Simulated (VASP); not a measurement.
A convergence study with VASP on TiAl (space group no. 123 when undisturbed): one setting is varied, all else stays as given below, so the limit is that of these other settings. One atom is moved off its site, so that forces are finite.

```
AlTi
1.0
    2.84415     0.00000     0.00000
    0.00000     2.84415     0.00000
    0.00000     0.00000     4.09035
Ti Al
1 1
Direct
  0.00000   0.00000   0.01222
  0.50000   0.50000   0.50000
```

Computed with PBE GGA, VASP's PBE PAW potentials (set 64) (plane waves; VASP). The tightest run used: 720 eV cut-off, 12×12×8 Γ-centred mesh, Gaussian smearing of 0.10 eV, potentials Ti_sv Al.

Task: The settings run are ENCUT = 105; ENCUT = 120; ENCUT = 135; ENCUT = 150; ENCUT = 165; ENCUT = 180; ENCUT = 210; ENCUT = 240; ENCUT = 270; ENCUT = 330; ENCUT = 360; ENCUT = 405; ENCUT = 450; ENCUT = 525; ENCUT = 600; ENCUT = 720. From which on does the energy per atom stay within 0.002 eV/atom of the tightest run?

Result: From ENCUT = 450 on: it is off by 0.0010 there and by no more than 0.002 in any finer run, while ENCUT = 405 is off by 0.0024.
```tsv
setting	E (eV/atom)	pressure (GPa)	largest force (eV/Å)	plane waves	difference judged (eV/atom)
ENCUT = 105	-0.7770	-568.10	0.426	91	5.4149
ENCUT = 120	-4.4400	-327.72	0.367	109	1.7519
ENCUT = 135	-5.5805	-195.79	0.332	128	0.6115
ENCUT = 150	-5.6998	-121.43	0.279	146	0.4921
ENCUT = 165	-5.8487	-76.18	0.280	172	0.3432
ENCUT = 180	-6.0154	-47.62	0.282	200	0.1765
ENCUT = 210	-6.1614	-16.71	0.283	250	0.0305
ENCUT = 240	-6.1809	-5.53	0.276	292	0.0110
ENCUT = 270	-6.1819	-2.63	0.274	348	0.0100
ENCUT = 330	-6.1847	-2.24	0.274	469	0.0072
ENCUT = 360	-6.1864	-2.37	0.274	532	0.0055
ENCUT = 405	-6.1895	-2.30	0.275	637	0.0024
ENCUT = 450	-6.1910	-2.15	0.275	740	0.0010
ENCUT = 525	-6.1916	-2.02	0.275	920	0.0003
ENCUT = 600	-6.1917	-2.02	0.275	1136	0.0002
ENCUT = 720	-6.1919	-2.01	0.274	1480	0.0000
```

Left out are rungs that failed or repeat a setting and relaxations that didn't move; long series are thinned to 24 rows.

The structure is a typed TiAl crystal (space group no. 123). The cell was not relaxed at this level, it is distorted from the ideal structure. The electron count is odd and the run is not spin-polarised, which forces a metal.
